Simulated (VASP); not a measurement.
Here is the system:

```
CELL_PARAMETERS angstrom
      2.26698    -3.92653     0.00000
      2.26698     3.92653     0.00000
      0.00000     0.00000     5.94510
ATOMIC_POSITIONS crystal
  Te 0.00000 0.26712 0.66667
  Te 0.73288 0.73288 0.00000
  Te 0.26712 0.00000 0.33333
```

Level of theory: PBE GGA, VASP's PBE PAW potentials (set 64) (plane waves; VASP 6.6.1). Settings: 520 eV cut-off, 6×6×4 Γ-centred mesh, Gaussian smearing of 0.050 eV, potentials Te.

Unless said otherwise, spin-orbit coupling is left out, though it shifts the bands of the heavy elements here.

**Question.** Estimate the energy per atom (σ→0), band gap (on the k-mesh) with the smallest direct gap where there is one.

**Answer.** 
band gap (on the k-mesh): 0.24 eV
smallest direct gap (on the k-mesh): 0.24 eV
energy per atom (σ→0): -303.2 kJ/mol of atoms

Total energies compare only between runs with the same potentials, cut-off and functional.

The compound is Te in the trig structure. It was relaxed first. The start is the result of an earlier pass.
